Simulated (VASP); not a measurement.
Consider the following.

```yaml
crystal:
  lattice:
    - [0.00000, 2.78268, 2.78268]
    - [2.78268, 0.00000, 2.78268]
    - [2.78268, 2.78268, 0.00000]
  atoms:
    - { symbol: Ce, position: [0.00000, 0.00000, 0.00000] }
    - { symbol: S, position: [0.50000, 0.50000, 0.50000] }
```

All values below come from LDA (Ceperley-Alder, Perdew-Zunger) with spin-orbit coupling, VASP's LDA PAW potentials (set 64) (plane waves; VASP 6.6.1). Settings: 400 eV cut-off, 10×10×10 Γ-centred mesh, Gaussian smearing of 0.050 eV, potentials Ce S.

**Question.** Predict the energy per atom (σ→0), band gap (over mesh and band path) with the smallest direct gap where there is one.

**Answer.** 
```
Property                                                              Result
----------------------------------  ----------------------------------------
band gap (over mesh and band path)  none (metal, semimetal or under 0.01 eV)
energy per atom (σ→0)                                         -8.066 eV/atom
```

Only differences to runs with the same potentials and settings are physical.

The structure comes from a computed database's CeS entry (Fm-3m); how it stands against other phases isn't given here. It was relaxed first, which changed the volume by -6 %.
